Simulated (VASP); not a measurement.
Input:

```xyz
1
Lattice="0.0000 1.8265 1.8265 1.8265 0.0000 1.8265 1.8265 1.8265 0.0000" Properties=species:S:1:pos:R:3 pbc="T T T"
Cu     0.0000     0.0000     0.0000
```

Level of theory: r2SCAN meta-GGA, VASP's PBE PAW potentials (set 64) (plane waves; VASP 6.6.1). Settings: 520 eV cut-off, 17×17×17 Γ-centred mesh, first-order Methfessel-Paxton smearing of 0.10 eV, potentials Cu.

Q: Estimate the energy per atom (σ→0), pressure, band gap (on the k-mesh) with the smallest direct gap where there is one.

A: 
The band gap (on the k-mesh) comes out as none (metal, semimetal or under 0.01 eV). The energy per atom (σ→0) is -1042.6 kJ/mol of atoms and the pressure is -84.2 kbar.

Only differences to runs with the same potentials and settings are physical.

The compound is Cu in the fcc structure. This cell is one point of a volume scan, at 1.06 of the reference volume.
